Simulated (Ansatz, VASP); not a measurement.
# CuAs3: VASP beside Ansatz, part 2 of 2

One calculation is typed for both programs; each brings its own data sets. How far apart do they land? The cell is generated by rule, not measured, and may not be a known phase. The cell is taken from a series of runs on this material, whose earlier steps may have relaxed, scaled, displaced or heated it; both programs get it as it stands.

VASP 6.6.1 and Ansatz 0.2.0.

So far: The structure; VASP: zone-centre phonons, PBEsol.

## (2) VASP: zone-centre phonons, PBEsol (continued)

Level of this step: PBEsol; plane waves and PAW (As, Cu); invented cell (VASP).

Numbers of over 12 decimals in the logs are rounded to 6 here.

From OUTCAR (step 2):

```text
ion  position               nearest neighbor table
   1  0.513  0.013  0.500-   3 2.48   2 2.59   4 2.59   2 2.59   4 2.59   3 2.75
   2  0.500  0.500  0.000-   1 2.59   3 2.59   1 2.59   3 2.59   4 2.61   4 2.61
   3  0.987  0.487  0.500-   1 2.48   4 2.59   2 2.59   2 2.59   4 2.59   1 2.75
   4  0.000  0.000  0.000-   1 2.59   3 2.59   1 2.59   3 2.59   2 2.61   2 2.61

  LATTYP: Found a body centered tetragonal cell.
 ALAT       =     5.1703719214
 C/A-ratio  =     1.0113604857

 Subroutine GETGRP returns: Found  8 space group operations
 (whereof  8 operations were pure point group operations)

The static configuration has the point symmetry D_2d.

 Found    102 irreducible k-points:

   k-points           NKPTS =    102   k-points in BZ     NKDIM =    102   number of bands    NBANDS=     19

   dimension x,y,z NGX =    36 NGY =   36 NGZ =   36
   dimension x,y,z NGXF=    72 NGYF=   72 NGZF=   72

   ENCUT  =  600.0 eV  44.10 Ry    6.64 a.u.   8.98  8.98  8.98*2*pi/ulx,y,z

   NELECT =      26.0000    total number of electrons

 k-points in reciprocal lattice and weights: Automatic mesh
   0.00000000  0.00000000  0.00000000       0.001
   0.10000000  0.00000000  0.00000000       0.008
   0.20000000  0.00000000  0.00000000       0.008
   0.30000000 -0.00000000  0.00000000       0.008
   0.40000000  0.00000000  0.00000000       0.008
   0.50000000 -0.00000000  0.00000000       0.004
   0.10000000  0.10000000  0.00000000       0.008
   0.20000000  0.10000000  0.00000000       0.016
   0.30000000  0.10000000  0.00000000       0.016
[...]
-0.40000000 -0.40000000  0.40000000       0.002
   0.50000000  0.50000000  0.50000000       0.001

 average (electrostatic) potential at core
       1 -48.5141       2 -48.5876       3 -48.5141       4 -65.0704

  Total        0.2188184      0.2188184      0.2303917      0.0000000      0.0000000      0.0000000
  in kB        5.0159495      5.0159495      5.2812431      0.0000000      0.0000000      0.0000000
  external PRESSURE =       5.1043807 kB  Pullay stress =       0.0000000 kB

  energy-cutoff  :      600.00
  volume of cell :       69.89
      direct lattice vectors                 reciprocal lattice vectors
    -2.585185961  2.585185961  2.614554929     0.000000000  0.193409684  0.191237137
     2.585185961 -2.585185961  2.614554929     0.193409684  0.000000000  0.191237137
     2.585185961  2.585185961 -2.614554929     0.193409684  0.193409684  0.000000000

 POSITION                                       TOTAL-FORCE (eV/Angst)
 -----------------------------------------------------------------------------------
      0.00000      2.58519      0.06698         0.000000     -0.000000     -0.032444
      0.00000      0.00000      2.61455        -0.000000      0.000000      0.000000
      0.00000      2.58519      2.54757         0.000000     -0.000000      0.032444
      0.00000      0.00000      0.00000        -0.000000      0.000000      0.000000
 -----------------------------------------------------------------------------------
    total drift:                                0.000000     -0.000000      0.000000

 Eigenvectors and eigenvalues of the dynamical matrix
 ----------------------------------------------------

   1 f  =    4.644466 THz    29.182043 2PiTHz  154.922724 cm-1    19.207961 meV
             X         Y         Z           dx          dy          dz
      0.000000  2.585186  0.066982     0.000000   -0.000000    0.707107
      0.000000  0.000000  2.614555     0.000000   -0.000000    0.000000
      0.000000  2.585186  2.547573     0.000000   -0.000000   -0.707107
      0.000000  0.000000  0.000000    -0.000000    0.000000   -0.000000

   2 f  =    4.609522 THz    28.962479 2PiTHz  153.757093 cm-1    19.063441 meV
             X         Y         Z           dx          dy          dz
      0.000000  2.585186  0.066982     0.053821    0.309318   -0.000000
      0.000000  0.000000  2.614555     0.091313    0.058641    0.000000
      0.000000  2.585186  2.547573     0.481654    0.034564    0.000000
      0.000000  0.000000  0.000000    -0.681747   -0.437818   -0.000000

   3 f  =    4.609522 THz    28.962479 2PiTHz  153.757093 cm-1    19.063441 meV
             X         Y         Z           dx          dy          dz
      0.000000  2.585186  0.066982     0.034564   -0.481654   -0.000000
      0.000000  0.000000  2.614555     0.058641   -0.091313    0.000000
      0.000000  2.585186  2.547573     0.309318   -0.053821    0.000000
      0.000000  0.000000  0.000000    -0.437818    0.681747    0.000000

   4 f  =    4.188296 THz    26.315841 2PiTHz  139.706522 cm-1    17.321393 meV
             X         Y         Z           dx          dy          dz
      0.000000  2.585186  0.066982     0.000000    0.000000   -0.127608
      0.000000  0.000000  2.614555     0.000000    0.000000   -0.514347
      0.000000  2.585186  2.547573     0.000000    0.000000   -0.127608
      0.000000  0.000000  0.000000    -0.000000   -0.000000    0.838379

   5 f  =    2.761299 THz    17.349753 2PiTHz   92.107019 cm-1    11.419810 meV
             X         Y         Z           dx          dy          dz
      0.000000  2.585186  0.066982    -0.615817    0.078541    0.000000
      0.000000  0.000000  2.614555    -0.320220   -0.040645   -0.000000
      0.000000  2.585186  2.547573     0.618781   -0.078165   -0.000000
      0.000000  0.000000  0.000000     0.345663    0.043874   -0.000000

   6 f  =    2.761299 THz    17.349753 2PiTHz   92.107019 cm-1    11.419810 meV
             X         Y         Z           dx          dy          dz
      0.000000  2.585186  0.066982    -0.078165   -0.618781    0.000000
      0.000000  0.000000  2.614555    -0.040645    0.320220   -0.000000
      0.000000  2.585186  2.547573     0.078541    0.615817   -0.000000
      0.000000  0.000000  0.000000     0.043874   -0.345663    0.000000

   7 f  =    2.645137 THz    16.619883 2PiTHz   88.232258 cm-1    10.939401 meV
             X         Y         Z           dx          dy          dz
      0.000000  2.585186  0.066982     0.000000   -0.000000    0.472158
      0.000000  0.000000  2.614555     0.000000    0.000000   -0.689923
      0.000000  2.585186  2.547573    -0.000000   -0.000000    0.472158
      0.000000  0.000000  0.000000    -0.000000    0.000000   -0.279536

   8 f  =    1.520557 THz     9.553943 2PiTHz   50.720332 cm-1     6.288517 meV
             X         Y         Z           dx          dy          dz
      0.000000  2.585186  0.066982     0.591984    0.007303    0.000000
      0.000000  0.000000  2.614555    -0.788202   -0.037491    0.000000
      0.000000  2.585186  2.547573     0.153528    0.028157   -0.000000
      0.000000  0.000000  0.000000     0.049631    0.002361    0.000000

   9 f  =    1.520557 THz     9.553943 2PiTHz   50.720332 cm-1     6.288517 meV
             X         Y         Z           dx          dy          dz
      0.000000  2.585186  0.066982    -0.028157    0.153528   -0.000000
      0.000000  0.000000  2.614555     0.037491   -0.788202   -0.000000
      0.000000  2.585186  2.547573    -0.007303    0.591984    0.000000
      0.000000  0.000000  0.000000    -0.002361    0.049631   -0.000000

  10 f/i=    0.004101 THz     0.025770 2PiTHz    0.136808 cm-1     0.016962 meV
             X         Y         Z           dx          dy          dz
      0.000000  2.585186  0.066982    -0.144347    0.488658   -0.000000
      0.000000  0.000000  2.614555    -0.144912    0.490268   -0.000000
      0.000000  2.585186  2.547573    -0.144436    0.488358   -0.000000
      0.000000  0.000000  0.000000    -0.132849    0.449456   -0.000000

  11 f/i=    0.004101 THz     0.025770 2PiTHz    0.136808 cm-1     0.016962 meV
             X         Y         Z           dx          dy          dz
      0.000000  2.585186  0.066982    -0.488358   -0.144436    0.000000
      0.000000  0.000000  2.614555    -0.490268   -0.144912    0.000000
      0.000000  2.585186  2.547573    -0.488658   -0.144347    0.000000
      0.000000  0.000000  0.000000    -0.449456   -0.132849    0.000000

  12 f/i=    0.006819 THz     0.042843 2PiTHz    0.227445 cm-1     0.028200 meV
             X         Y         Z           dx          dy          dz
      0.000000  2.585186  0.066982     0.000000   -0.000000   -0.510669
      0.000000  0.000000  2.614555     0.000000   -0.000000   -0.509366
      0.000000  2.585186  2.547573     0.000000   -0.000000   -0.510669
      0.000000  0.000000  0.000000     0.000000   -0.000000   -0.467953

 ELASTIC MODULI CONTR FROM IONIC RELAXATION (kBar)
 Direction    XX          YY          ZZ          XY          YZ          ZX
 --------------------------------------------------------------------------------
 XX         -34.2222     34.0707     -8.0022      0.0000      0.0000     -0.0000
 YY          34.0707    -34.2222     -8.0022      0.0000     -0.0000      0.0000
 ZZ          -8.0022     -8.0022   -845.3942      0.0000      0.0000      0.0000
 XY           0.0000      0.0000      0.0000      0.0000      0.0000      0.0000
 YZ           0.0000     -0.0000      0.0000      0.0000     -7.9934      0.0000
 ZX          -0.0000      0.0000      0.0000      0.0000      0.0000    -12.7877
 --------------------------------------------------------------------------------
```

## (3) Ansatz: zone-centre phonons, PBEsol

Ansatz runs on its default PAW (the set named soft_2) files.

The same cell, functional, mesh and smearing now go to Ansatz, which takes its cutoff from its data sets.

Input file input.yaml:

```yaml
crystal:
  lattice:
    - [-2.5851859607, 2.5851859607, 2.6145549288]
    - [2.5851859607, -2.5851859607, 2.6145549288]
    - [2.5851859607, 2.5851859607, -2.6145549288]
  atoms:
    - { symbol: As, position: [0.5128094591, 0.0128094591, 0.5] }
    - { symbol: As, position: [0.5, 0.5, 0.0] }
    - { symbol: As, position: [0.9871905409, 0.4871905409, 0.5] }
    - { symbol: Cu, position: [0.0, 0.0, 0.0] }
kpoints:
  mp_grid: { grid: [10, 10, 10] }
hamiltonian:
  xc: pbesol
scf:
  occupations: { method: methfessel_paxton, width: 0.15 }
output:
  eigenvalues: true
phonons:
  method: dfpt
```

Run with:

```console
> ansatz run input.yaml --threads 8 --pin off --max-ram 14336MiB --backend cpu --events-out ev --progress --plain --runs-dir out
```

The log of the run:

```text
zone centre: on kpoints.mp_grid the ground state, and the responses unless they are solved on pairs of k-points, stand on 171 of the mesh's 1000 k-points, reduced under 4 symmetry operations, with k and −k counted as one. Each operation leaves every solved displacement unchanged or reverses it
Engine: ansatz 0.2.0, aarch64-unknown-linux-gnu
Pseudopotentials: kind: paw
Pseudopotential: As, paw, valence charge 15, recommended cutoff 420 eV (normal), As.paw.azcp
Pseudopotential: Cu, paw, valence charge 19, recommended cutoff 420 eV (normal), Cu.paw.azcp
Functional definition: PBEsol
  exchange = pbesol_x
  correlation = pbesol_c
Crystal: 4 atoms, lattice volume = 69.894 Å³
Basis set: ecut = 420 eV, 1409 PW (Γ), exchange–correlation on 64×64×64 points (8 copies of the dense FFT grid, shifted against one another)
Bands: 39, of which v1, the nominal top of the filled ones, is band 32 counted from 1 (31 counted from 0)
Symmetry: 8 space group operations
k-points: 171 of 1000 (irreducible under 4 space group operations, time reversal used)
Non-local potential: As, projectors of the file, l = 0: 2, l = 1: 2, l = 2: 3, l = 3: 1
Non-local potential: Cu, projectors of the file, l = 0: 3, l = 1: 2, l = 2: 3, l = 3: 1
PAW form: soft (Blöchl's): semilocal exchange-correlation on the pseudo side does not see the compensation charge
PAW frozen core: As, regenerated for the run's functional, and the local potential with it (the file was generated under x = pbe(κ = 0.804, μ = 0.219515), c = pbe(β = 0.066725))
PAW frozen core: Cu, regenerated for the run's functional, and the local potential with it (the file was generated under x = pbe(κ = 0.804, μ = 0.219515), c = pbe(β = 0.066725))
PAW one-centre angular grid: As, 590 points (default); XC on 64 Gauss nodes
PAW one-centre angular grid: Cu, 590 points (default); XC on 64 Gauss nodes
Initial density: superposition of atomic densities (neutral atoms: chi_scale 0, normalization atom), corrected by the library's trained network
Initial wavefunctions: pseudopotential atomic-orbital guess
Functional: x = pbesol(κ = 0.804, μ = 0.123457), c = pbesol(β = 0.046)
SCF iter   1: F=—  HF=-21027.250956 eV  |F-HF|=—  |Δ(HF+E_count)|=         —  Δρ=7.33e-3  dr2=2.12e-2  ethr=1.77e-3  ⟨swp⟩=5.4  Hψ=23034  notcnv=0  defer=35
preconditioner: auto → Kerker (q_TF=auto, 2.689 Å⁻¹)  [metal: Δε(μ)=0.017 eV  Ē_g=9.358 eV  σ=0.150 eV  W_gap=0.09  n_scr=18 (ndim 8)  ℏωp=22.6 eV  f_vac=0.000  D(μ)=1.83/eV (n_scr^D=12)]
SCF iter   2: F=—  HF=-21027.247211 eV  |F-HF|=—  |Δ(HF+E_count)|=   3.75e-3  S|Δr|=    0.00e0  Δρ=1.24e-3  dr2=1.06e-3  ethr=3.32e-5  ⟨swp⟩=2.9  Hψ=13869  notcnv=0  defer=40
SCF iter   3: F=—  HF=-21027.247125 eV  |F-HF|=—  |Δ(HF+E_count)|=   8.68e-5  S|Δr|=    0.00e0  Δρ=1.03e-3  dr2=6.94e-4  ethr=1.65e-6  ⟨swp⟩=2.0  Hψ=7081  notcnv=0  defer=40
SCF iter   4: F=—  HF=-21027.247018 eV  |F-HF|=—  |Δ(HF+E_count)|=   1.07e-4  S|Δr|=    0.00e0  Δρ=1.87e-4  dr2=3.02e-5  ethr=1.08e-6  ⟨swp⟩=2.0  Hψ=7681  notcnv=0  defer=40
SCF iter   5: F=—  HF=-21027.247009 eV  |F-HF|=—  |Δ(HF+E_count)|=   8.57e-6  S|Δr|=    0.00e0  Δρ=9.70e-5  dr2=8.42e-6  ethr=4.71e-8  ⟨swp⟩=2.0  Hψ=11167  notcnv=0  defer=40
SCF iter   6: F=—  HF=-21027.247009 eV  |F-HF|=—  |Δ(HF+E_count)|=   5.17e-7  S|Δr|=    0.00e0  Δρ=4.38e-5  dr2=1.46e-6  ethr=1.32e-8  ⟨swp⟩=2.0  Hψ=11184  notcnv=0  defer=40
SCF iter   7: F=—  HF=-21027.247011 eV  |F-HF|=—  |Δ(HF+E_count)|=   2.20e-6  S|Δr|=    0.00e0  Δρ=1.12e-5  dr2=1.25e-7  ethr=2.28e-9  ⟨swp⟩=2.0  Hψ=11724  notcnv=0  defer=40
SCF iter   8: F=—  HF=-21027.247011 eV  |F-HF|=—  |Δ(HF+E_count)|=   6.12e-8  S|Δr|=    0.00e0  Δρ=2.14e-6  dr2=3.78e-9  ethr=1.96e-10  ⟨swp⟩=2.0  Hψ=11873  notcnv=0  defer=40
SCF iter   9: F=—  HF=-21027.247011 eV  |F-HF|=—  |Δ(HF+E_count)|=  1.16e-10  S|Δr|=    0.00e0  Δρ=4.17e-7  dr2=1.68e-10  ethr=5.90e-12  ⟨swp⟩=2.0  Hψ=8599  notcnv=0  defer=40
SCF iter  10: F=—  HF=-21027.247011 eV  |F-HF|=—  |Δ(HF+E_count)|=  7.28e-12  S|Δr|=    0.00e0  Δρ=1.01e-7  dr2=1.09e-11  ethr=1.00e-12  ⟨swp⟩=1.0  Hψ=6401  notcnv=0  defer=40
SCF iter  11: F=-21027.247011 eV  HF=-21027.247011 eV  |F-HF|=0.00e0  |Δ(HF+E_count)|=    0.00e0  S|Δr|=    0.00e0  Δρ=2.96e-8  dr2=8.92e-13  ethr=1.00e-12  ⟨swp⟩=8.5  Hψ=33261  notcnv=0
SCF 1 converged in 11 iterations: F = -21027.247011 eV  dr2 = 8.92e-13
  greatest PAW one-centre occupation: 1.000 electrons in one spin orbital (limit 2), on the Cu atom at site 3 (counted from 0), in its partial waves of l = 0
DFPT response loops at Γ: preconditioner auto → Kerker (q_TF=auto, 2.689 Å⁻¹) (partly filled bands, converged f_vac=0.000); β = 1.00, the filter's whole step (`scf.mixing.beta` (0.50) is not read by the response loops under this deck's `scf.mixing.preconditioner`; to damp them name `kerker` or `kerker_dos`, under which they read `scf.mixing.beta`, and type it under 1.00, their step now; both keys bind the ground state too); Broyden in place of MSR1
SCF converged after 11 iterations
Stability not checked: this state was not tested for a lower state beside it, because cold or Methfessel-Paxton smearing, or corrected tetrahedra, fill the levels in a way that the test cannot read (fill_not_monotonic; see scf.lower_state_search)
Free energy (F): -21027.247011 eV
Harris-Foulkes:  -21027.247011 eV  (|F-HF|=0.00e0)
Internal energy: -21027.246576 eV  (E = F + TS)
E sigma→0 (E₀):  -21027.246902 eV
Entropy (-TS):   -0.000435 eV (-0.109 meV/atom)
Fermi energy:    12.597793 eV
--- Per-component energies (eV) ---
  E_band       = -1041.668030
  E_kinetic    = 609.870664
  E_local      = -9256.392297  (includes V_loc(G=0)·N_el)
  E_nonlocal   = -1611.141939
  E_hartree    = 4664.120781
  E_xc         = -325.714115
  E_vxc        = -353.897937  (∫ρ·V_xc dr)
  E_paw        = -7006.411610  (= ΣΔE_a)
  E_vpaw       = 241.651605  (= ΣTr[D̂ρ^β])
  E_aug_tail   = 0.000312  (compensation charges beyond the density's cutoff)
  E_ewald      = -8104.683860
  E_core_change = 3.105488  (= ΣΔE_core)
  E_smearing   = -0.000435  (= −TS)
  E_closure    = -0.000000  (closes the sum)
  Σ components = -21027.247011   (vs F -21027.247011, Δ=0.00e0)
--- Band table (eV; the first three rows and the last of 171) ---
  k-point 0: bands = [... 28 lower, 9.9853, 9.9982, 10.7347, 10.7347, 10.7428, 13.4571, 16.3345, 16.3345, ... 3 higher]
  k-point 1: bands = [... 28 lower, 9.6791, 9.7982, 10.4513, 10.6455, 11.2418, 14.0117, 16.4988, 16.5817, ... 3 higher]
  k-point 2: bands = [... 28 lower, 9.8250, 9.9421, 10.4136, 10.4733, 12.1757, 14.9821, 16.8744, 16.9195, ... 3 higher]
  k-point 170: bands = [... 28 lower, 9.8762, 9.8778, 12.5754, 12.5754, 12.6693, 15.0437, 19.8648, 19.8648, ... 3 higher]
--- Phonons (Γ-DFPT): 7 representative perturbations + reference, on 171 of 1000 k-points (Σ response iterations 23) ---
  k mesh reduced under 4 symmetry operations, with k and −k counted as one. Each operation leaves every solved displacement unchanged or reverses it
  ASR residual: 1.358e-3 → 0.000e0 eV/Å²; symmetrization residual: 6.544e-5 eV/Å²
  ASR residual per site (eV/Å²): 9.07e-5 4.27e-5 9.07e-5 1.36e-3
  Γ frequencies (cm⁻¹): 0.00 0.00 0.00 24.93 24.93 89.34 93.02 93.02 137.76 149.06 151.81 151.81
  non-analytic LO–TO correction: not included (Born effective charges unavailable; polar crystals: no LO–TO splitting at Γ)
```

## (4) Differences

Known differences besides the potentials themselves: the data sets hold 64 valence electrons in Ansatz (on its default PAW (the set named soft_2) files) and 26 in VASP; the cutoff is 420 eV in Ansatz and 600 eV in VASP; Ansatz makes its cores anew for this functional, VASP keeps those of its PBE data sets. Total energies have different zeros and are not compared.

Zone-centre modes by rising frequency (cm⁻¹; imaginary ones negative):

```csv
program,modes
Ansatz,"0.0, 0.0, 0.0, 24.9, 24.9, 89.3, 93.0, 93.0, 137.8, 149.1, 151.8, 151.8"
VASP,"-0.2, -0.1, -0.1, 50.7, 50.7, 88.2, 92.1, 92.1, 139.7, 153.8, 153.8, 154.9"
```

The two lists differ in the order or number of single and degenerate modes, so they aren't paired one by one; the r.m.s. figure in the results sets the two lists side by side in order.

## (5) Outcome

- r.m.s. difference of the optical zone-centre modes, each program's sorted by frequency (zone-centre phonons, PBEsol): 12 cm⁻¹

In words: The r.m.s. difference of the optical zone-centre modes, each program's sorted by frequency is 12 cm⁻¹ (zone-centre phonons, PBEsol). The data sets hold unlike numbers of valence electrons (64 in Ansatz and 26 in VASP), so part of the differences comes from the potentials. What causes the difference of the zone-centre phonons, PBEsol pair stays open here. Such differences can come from data sets, numerical settings and the points named under the comparisons, not from the functional's error against experiment.

[Lines on the potential files, build, host, timing and source positions are cut from VASP's logs without a mark.]

[Logs are printed without paths, hosts, clocks, repeated set-up lines and the standing remarks that a program may print on its own settings, such as how far it seeks lower states.]

[Hosts, paths, dates, database ids (printed as entryN), source tags and the programs' standing remarks are cut or masked in the printed files.]
